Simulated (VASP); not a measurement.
All values below come from RPBE GGA, VASP's PBE PAW potentials (set 64) (plane waves; VASP).

A VASP calculation is set up with these files.

**INCAR**
```
# general
SYSTEM=MgH2
PREC  =Accurate
ENCUT =520
LREAL =.False.
LASPH =.True.

# electronic loop
EDIFF =1E-7
NELM  =100
ALGO  =Normal

# smearing
ISMEAR=-5

# functional
GGA   =RP

# ions
ISIF  =2

# output
LWAVE =.False.
LCHARG=.True.
LORBIT=11
NEDOS =601

# other
LEFG  =.True.
```

### KPOINTS
```
Automatic
0
G
  6 6 8
0 0 0
```

POSCAR:
```
MgH2
1
    4.5575208175     0.0000000000     0.0000000000
    0.0000000000     4.5575208175     0.0000000000
    0.0000000000     0.0000000000     3.0381745318
Mg H
2 4
Direct
  0.0000000000   0.0000000000   0.0000000000
  0.5000000000   0.5000000000   0.5000000000
  0.3043600906   0.3043600906   0.0000000000
  0.8043600906   0.1956399094   0.5000000000
  0.1956399094   0.8043600906   0.5000000000
  0.6956399094   0.6956399094   0.0000000000
```

POTCAR, in this order: Mg H (PBE.64 set). Program: vasp_std.

The resulting files:

OSZICAR:
```
       N       E                     dE             d eps       ncg     rms          rms(c)
DAV:   1     0.213730503841E+01    0.21373E+01   -0.31462E+03   800   0.751E+02
DAV:   2    -0.179407481434E+02   -0.20078E+02   -0.19738E+02  1072   0.815E+01
DAV:   3    -0.186398960563E+02   -0.69915E+00   -0.69915E+00  1008   0.213E+01
DAV:   4    -0.186415194651E+02   -0.16234E-02   -0.16234E-02  1160   0.104E+00
DAV:   5    -0.186415240569E+02   -0.45918E-05   -0.45918E-05  1008   0.414E-02    0.670E+00
DAV:   6    -0.176980980831E+02    0.94343E+00   -0.73213E-01   864   0.527E+00    0.346E+00
DAV:   7    -0.173781774324E+02    0.31992E+00   -0.10072E+00   904   0.683E+00    0.523E-01
DAV:   8    -0.173927309465E+02   -0.14554E-01   -0.30056E-02   912   0.139E+00    0.820E-02
DAV:   9    -0.173928553624E+02   -0.12442E-03   -0.78160E-04  1104   0.239E-01    0.240E-02
DAV:  10    -0.173929393800E+02   -0.84018E-04   -0.20989E-04   880   0.123E-01    0.112E-02
DAV:  11    -0.173929376544E+02    0.17256E-05   -0.88936E-06   984   0.196E-02    0.252E-03
DAV:  12    -0.173929379176E+02   -0.26321E-06   -0.75591E-07   984   0.756E-03    0.371E-04
DAV:  13    -0.173929379449E+02   -0.27296E-07   -0.42416E-08   704   0.170E-03
   1 F= -.17392938E+02 E0= -.17392938E+02  d E =0.000000E+00
```

**OUTCAR**
```
------------------------ aborting loop because EDIFF is reached ----------------------------------------
  FORCE on cell =-STRESS in cart. coord.  units (eV):
  Direction    XX          YY          ZZ          XY          YZ          ZX
  --------------------------------------------------------------------------------------
  Total        0.0255645      0.0255645     -0.0962946      0.0000000      0.0000000      0.0000000
  in kB        0.6490503      0.6490503     -2.4447961      0.0000000      0.0000000      0.0000000
  external PRESSURE =      -0.3822318 kB  Pullay stress =       0.0000000 kB
  volume of cell :       63.11
      direct lattice vectors                 reciprocal lattice vectors
     4.557520818  0.000000000  0.000000000     0.219417539  0.000000000  0.000000000
     0.000000000  4.557520818  0.000000000     0.000000000  0.219417539  0.000000000
     0.000000000  0.000000000  3.038174532     0.000000000  0.000000000  0.329145014
 POSITION                                       TOTAL-FORCE (eV/Angst)
 -----------------------------------------------------------------------------------
      0.00000      0.00000      0.00000         0.000000     -0.000000      0.000000
      2.27876      2.27876      1.51909         0.000000     -0.000000      0.000000
      1.38713      1.38713      0.00000         0.005135      0.005135     -0.000000
      3.66589      0.89163      1.51909         0.005135     -0.005135      0.000000
      0.89163      3.66589      1.51909        -0.005135      0.005135      0.000000
      3.17039      3.17039      0.00000        -0.005135     -0.005135      0.000000
 -----------------------------------------------------------------------------------
    total drift:                                0.000000      0.000000     -0.000000
  FREE ENERGIE OF THE ION-ELECTRON SYSTEM (eV)
  ---------------------------------------------------
  free  energy   TOTEN  =       -17.3929379449 eV

  energy  without entropy=      -17.3929379449  energy(sigma->0) =      -17.39293794

 total charge

# of ion       s       p       d       tot
------------------------------------------
    1        0.143   0.140   0.037   0.320
    2        0.143   0.140   0.037   0.320
    3        0.575   0.002   0.000   0.577
    4        0.575   0.002   0.000   0.577
    5        0.575   0.002   0.000   0.577
    6        0.575   0.002   0.000   0.577
--------------------------------------------------
tot          2.587   0.288   0.073   2.948

 Electric field gradients after diagonalization (V/A^2)
 (convention: |V_zz| > |V_xx| > |V_yy|)
----------------------------------------------------------------------
 ion       V_xx      V_yy      V_zz     asymmetry (V_yy - V_xx)/ V_zz
----------------------------------------------------------------------
   1       5.205     0.436    -5.641       0.845
   2       5.205     0.436    -5.641       0.845
   3       4.053     1.005    -5.057       0.603
   4       4.053     1.005    -5.057       0.603
   5       4.053     1.005    -5.057       0.603
   6       4.053     1.005    -5.057       0.603
```
(Selected blocks of OUTCAR.)

The compound is MgH2 in the rutile structure. It was relaxed first.
